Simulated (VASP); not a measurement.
Calculation: RPBE GGA, VASP's PBE PAW potentials (set 64) (plane waves; VASP).

VASP ran on this input.

INCAR:
```
SYSTEM = CdSe
PREC = Accurate
ENCUT = 520
EDIFF = 1E-7
NELM = 100
ALGO = Normal
LREAL = .FALSE.
LASPH = .TRUE.
ISMEAR = 0
SIGMA = 0.05
GGA = RP
LMAXMIX = 4
LWAVE = .FALSE.
LCHARG = .FALSE.
ISIF = 2
```

### KPOINTS
```
Automatic mesh
0
Gamma
7 7 7
0 0 0
```

### POSCAR
```
CdSe
1
    0.0000000000     3.0834116695     3.0834116695
    3.0834116695     0.0000000000     3.0834116695
    3.0834116695     3.0834116695     0.0000000000
Cd Se
1 1
Direct
  1.0000000000   0.0000000000   1.0000000000
  0.2500000000   0.2500000000   0.2500000000
```

POTCAR, in this order: Cd Se (PBE.64 set). Program: vasp_std.

What VASP printed:

### OSZICAR
```
       N       E                     dE             d eps       ncg     rms          rms(c)
DAV:   1     0.113380149190E+03    0.11338E+03   -0.90071E+03   520   0.124E+03
DAV:   2    -0.248677423429E+00   -0.11363E+03   -0.10907E+03   605   0.290E+02
DAV:   3    -0.518571727942E+01   -0.49370E+01   -0.49230E+01   590   0.635E+01
DAV:   4    -0.521293699021E+01   -0.27220E-01   -0.27218E-01   585   0.468E+00
DAV:   5    -0.521311990905E+01   -0.18292E-03   -0.18292E-03   590   0.343E-01    0.620E+00
DAV:   6    -0.486067831799E+01    0.35244E+00   -0.64985E-01   666   0.995E+00    0.482E+00
DAV:   7    -0.484295762093E+01    0.17721E-01   -0.18071E-01   565   0.318E+00    0.203E+00
DAV:   8    -0.484688096922E+01   -0.39233E-02   -0.16161E-02   530   0.183E+00    0.272E-01
DAV:   9    -0.484773060352E+01   -0.84963E-03   -0.23988E-03   590   0.665E-01    0.534E-02
DAV:  10    -0.484798518607E+01   -0.25458E-03   -0.34011E-04   545   0.236E-01    0.558E-02
DAV:  11    -0.484814274568E+01   -0.15756E-03   -0.32687E-04   520   0.122E-01    0.190E-02
DAV:  12    -0.484814224184E+01    0.50384E-06   -0.77850E-06   633   0.391E-02    0.616E-03
DAV:  13    -0.484814652671E+01   -0.42849E-05   -0.13021E-05   520   0.230E-02    0.427E-03
DAV:  14    -0.484814654058E+01   -0.13873E-07   -0.14946E-07   585   0.281E-03
   1 F= -.48481465E+01 E0= -.48481465E+01  d E =-.296389E-12
```

**OUTCAR**
```
------------------------ aborting loop because EDIFF is reached ----------------------------------------
  FORCE on cell =-STRESS in cart. coord.  units (eV):
  Direction    XX          YY          ZZ          XY          YZ          ZX
  --------------------------------------------------------------------------------------
  Total        1.0195779      1.0195779      1.0195779     -0.0000000     -0.0000000     -0.0000000
  in kB       27.8616257     27.8616257     27.8616257     -0.0000000     -0.0000000     -0.0000000
  external PRESSURE =      27.8616257 kB  Pullay stress =       0.0000000 kB
  volume of cell :       58.63
      direct lattice vectors                 reciprocal lattice vectors
     0.000000000  3.083411669  3.083411669    -0.162158042  0.162158042  0.162158042
     3.083411669  0.000000000  3.083411669     0.162158042 -0.162158042  0.162158042
     3.083411669  3.083411669  0.000000000     0.162158042  0.162158042 -0.162158042
  FREE ENERGIE OF THE ION-ELECTRON SYSTEM (eV)
  ---------------------------------------------------
  free  energy   TOTEN  =        -4.8481465406 eV

  energy  without entropy=       -4.8481465406  energy(sigma->0) =       -4.84814654
```
(Selected blocks of OUTCAR.)

The compound is CdSe in the zinc blende structure, whereas wurtzite is the usual form. This cell is one point of a volume scan, at 0.94 of the reference volume.
